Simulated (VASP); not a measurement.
Write the native input for VASP 6.6.1 that does the following.

```yaml
Task: single point
Functional: PBE
Potentials_or_basis: VASP PAW PBE potentials, release 64 (F, C, S, Se, H)
Cutoff: 520 eV
k_mesh: 1 × 1 × 1
Occupations: gaussian, width 0.01 eV
Spin: no spin polarisation
Further_INCAR_settings: ALGO = Normal; EDIFF = 1e-06
```

The structure of FCSSeH lies in POSCAR:

```
HCSeSF
1.0
   12.0000000000      0.0000000000      0.0000000000
    0.0000000000     11.0000000000      0.0000000000
    0.0000000000      0.0000000000     12.0000000000
F C S Se H
1 1 1 1 1
Direct
    0.4321020000      0.4624740000      0.6111250000
    0.4679120000      0.4843520000      0.5155800000
    0.5981370000      0.5514520000      0.5028260000
    0.3843750000      0.4467570000      0.3924240000
    0.6147880000      0.5535020000      0.6130980000
```

The cell isn't the ideal one: atoms moved at random, drawn with an rms of 0.05 Å.

These files were run (other wordings do the same):

INCAR

```
ALGO = Normal ; EDIFF = 1E-6
ENCUT = 520 ; GGA = PE
ISIF = 2 ; ISMEAR = 0
LASPH = T ; LCHARG = F
LREAL = F ; LWAVE = F
NELM = 60 ; PREC = Accurate
SIGMA = 0.01
```

KPOINTS

```
k-points
0
Gamma
  1 1 1
```

Potentials or basis: VASP PAW PBE potentials, release 64 (F, C, S, Se, H).

Run with:

```bash
$ cat potpaw_PBE.64/F/POTCAR potpaw_PBE.64/C/POTCAR potpaw_PBE.64/S/POTCAR potpaw_PBE.64/Se/POTCAR potpaw_PBE.64/H/POTCAR > POTCAR
$ mpirun -np 1 vasp_gam > vasp.out
```

Results of the run:

- Largest force: 5.748 eV/Å
- Gap between the frontier levels: 2.34 eV

Caveat: the standard files for N, O and F lose accuracy on very short bonds.

It took 2 min on 1 thread of Intel(R) Xeon(R) Platinum 8559C (Emerald Rapids) (shared host), peak memory 1.2 GiB.
